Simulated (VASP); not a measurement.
Output of a VASP run:

OSZICAR:
```
...
DAV:   1     0.108648471230E+03    0.10865E+03   -0.80434E+03   980   0.121E+03
DAV:   2    -0.121474018725E+02   -0.12080E+03   -0.11894E+03   986   0.352E+02
DAV:   3    -0.201665867401E+02   -0.80192E+01   -0.77047E+01  1504   0.740E+01
DAV:   4    -0.203048964864E+02   -0.13831E+00   -0.13819E+00  1380   0.109E+01
DAV:   5    -0.203091692645E+02   -0.42728E-02   -0.42721E-02  1434   0.187E+00    0.871E+00
DAV:   6    -0.193714599853E+02    0.93771E+00   -0.48627E+00  1630   0.255E+01    0.307E+00
DAV:   7    -0.193220866426E+02    0.49373E-01   -0.97792E-02  1282   0.281E+00    0.179E+00
DAV:   8    -0.192977879563E+02    0.24299E-01   -0.41323E-02  1468   0.179E+00    0.234E-01
DAV:   9    -0.192975278887E+02    0.26007E-03   -0.30659E-03  1262   0.559E-01    0.101E-01
DAV:  10    -0.192974718164E+02    0.56072E-04   -0.20038E-04  1510   0.149E-01    0.630E-02
DAV:  11    -0.192974722970E+02   -0.48059E-06   -0.34885E-05  1538   0.448E-02    0.422E-02
DAV:  12    -0.192974634086E+02    0.88884E-05   -0.46079E-05  1596   0.797E-02    0.499E-03
DAV:  13    -0.192974633609E+02    0.47668E-07   -0.22857E-06  1536   0.179E-02    0.172E-03
DAV:  14    -0.192974634110E+02   -0.50047E-07   -0.50293E-07  1158   0.778E-03
   1 F= -.14975712E+02 E0= -.14975021E+02  d E =-.149757E+02
       N       E                     dE             d eps       ncg     rms          rms(c)
DAV:   1    -0.215883112128E+02   -0.22908E+01   -0.83035E+01  1112   0.150E+02    0.139E+01
DAV:   2    -0.189814307002E+02    0.26069E+01   -0.87334E+00  1308   0.466E+01    0.343E+00
DAV:   3    -0.188034880833E+02    0.17794E+00   -0.51581E-01  1490   0.989E+00    0.146E+00
DAV:   4    -0.187685509878E+02    0.34937E-01   -0.30150E-01  1496   0.399E+00    0.591E-01
DAV:   5    -0.187574564578E+02    0.11095E-01   -0.58988E-02  1576   0.276E+00    0.503E-01
DAV:   6    -0.187572434706E+02    0.21299E-03   -0.18237E-03  1152   0.342E-01    0.560E-02
DAV:   7    -0.187572517425E+02   -0.82719E-05   -0.71816E-04  1620   0.322E-01    0.525E-02
DAV:   8    -0.187572455093E+02    0.62332E-05   -0.93524E-06  1480   0.411E-02    0.213E-02
DAV:   9    -0.187572283102E+02    0.17199E-04   -0.97412E-05  1614   0.105E-01    0.443E-03
DAV:  10    -0.187572283107E+02   -0.47157E-09   -0.10436E-06  1028   0.745E-03    0.181E-03
DAV:  11    -0.187572282458E+02    0.64880E-07   -0.13928E-07   862   0.431E-03
   2 F= -.15076918E+02 E0= -.15076532E+02  d E =-.101206E+00
       N       E                     dE             d eps       ncg     rms          rms(c)
DAV:   1    -0.196818098949E+02   -0.92458E+00   -0.15436E+01  1178   0.627E+01    0.651E+00
DAV:   2    -0.191817607199E+02    0.50005E+00   -0.48217E+00  1508   0.306E+01    0.115E+00
DAV:   3    -0.191315334913E+02    0.50227E-01   -0.19936E-01  1512   0.402E+00    0.680E-01
DAV:   4    -0.191200120129E+02    0.11521E-01   -0.41813E-02  1210   0.143E+00    0.220E-01
DAV:   5    -0.191198394961E+02    0.17252E-03   -0.11280E-02  1614   0.141E+00    0.198E-01
DAV:   6    -0.191194385726E+02    0.40092E-03   -0.17939E-03  1540   0.485E-01    0.552E-02
DAV:   7    -0.191194274398E+02    0.11133E-04   -0.79230E-05  1658   0.798E-02    0.228E-02
DAV:   8    -0.191194261635E+02    0.12763E-05   -0.26069E-06  1398   0.144E-02    0.775E-03
DAV:   9    -0.191194264357E+02   -0.27225E-06   -0.18683E-06  1632   0.125E-02    0.146E-03
DAV:  10    -0.191194264368E+02   -0.10175E-08   -0.11938E-08   538   0.114E-03
   3 F= -.15187594E+02 E0= -.15187175E+02  d E =-.211881E+00
```

### OUTCAR
```
------------------------ aborting loop because EDIFF is reached ----------------------------------------
  FORCE on cell =-STRESS in cart. coord.  units (eV):
  Direction    XX          YY          ZZ          XY          YZ          ZX
  --------------------------------------------------------------------------------------
  Total        3.9129108      3.9129108      3.9129108     -0.0000000      0.0000000      0.0000000
  in kB       99.5187478     99.5187478     99.5187478     -0.0000000      0.0000000      0.0000000
  external PRESSURE =      -0.4812522 kB  Pullay stress =     100.0000000 kB
  volume of cell :       62.99
      direct lattice vectors                 reciprocal lattice vectors
     3.978950565 -0.000000000  0.000000000     0.251322549  0.000000000  0.000000000
    -0.000000000  3.978950565 -0.000000000     0.000000000  0.251322549  0.000000000
    -0.000000000 -0.000000000  3.978950565    -0.000000000  0.000000000  0.251322549
 POSITION                                       TOTAL-FORCE (eV/Angst)
 -----------------------------------------------------------------------------------
      0.00000      0.00000      0.00000        -0.000000      0.000000      0.000000
     -0.00000      1.98948      1.98948         0.000000      0.000000      0.000000
      1.98948     -0.00000      1.98948        -0.000000     -0.000000      0.000000
      1.98948      1.98948      0.00000        -0.000000     -0.000000      0.000000
 -----------------------------------------------------------------------------------
    total drift:                               -0.000000     -0.000000      0.000000
  FREE ENERGIE OF THE ION-ELECTRON SYSTEM (eV)
  ---------------------------------------------------
  free  energy   TOTEN  =       -19.1194264368 eV

  energy  without entropy=      -19.1181708966  energy(sigma->0) =      -19.11900792
  enthalpy is  TOTEN    =       -15.1875935769 eV   P V=        3.9318328599

 reached required accuracy - stopping structural energy minimisation
```
(Selected blocks of OUTCAR.)

File POSCAR:
```
Al3Sc
1
    4.1063577754     0.0000000000    -0.0000000000
    0.0000000000     4.1063577754     0.0000000000
    0.0000000000     0.0000000000     4.1063577754
Sc Al
1 3
Direct
  0.0000000000   0.0000000000   0.0000000000
  0.0000000000   0.5000000000   0.5000000000
  0.5000000000   0.0000000000   0.5000000000
  0.5000000000   0.5000000000   0.0000000000
```

Reconstruct the remaining input files.

Several could match; the one computed here: the input of the run itself, PBE GGA, plane waves, VASP's PBE PAW potentials (set 64).

**INCAR**
```
SYSTEM = Al3Sc
PREC = Accurate
ENCUT = 480
EDIFF = 1E-7
NELM = 100
ALGO = Normal
LREAL = .FALSE.
LASPH = .TRUE.
ISMEAR = 1
SIGMA = 0.1
GGA = PE
LMAXMIX = 4
LWAVE = .FALSE.
LCHARG = .FALSE.
ISIF = 3
IBRION = 2
NSW = 40
EDIFFG = -0.01
PSTRESS = 100
```

### KPOINTS
```
Automatic mesh
0
Gamma
8 8 8
0 0 0
```

POTCAR, in this order: Sc_sv Al (PBE.64 set). Program: vasp_std.

Energy and stress use the plane-wave basis of the starting cell.

The compound is Al3Sc in the L1_2 structure. This run relaxes it under an external pressure of 10 GPa. Symmetry was kept, so distortions that lower it aren't found.
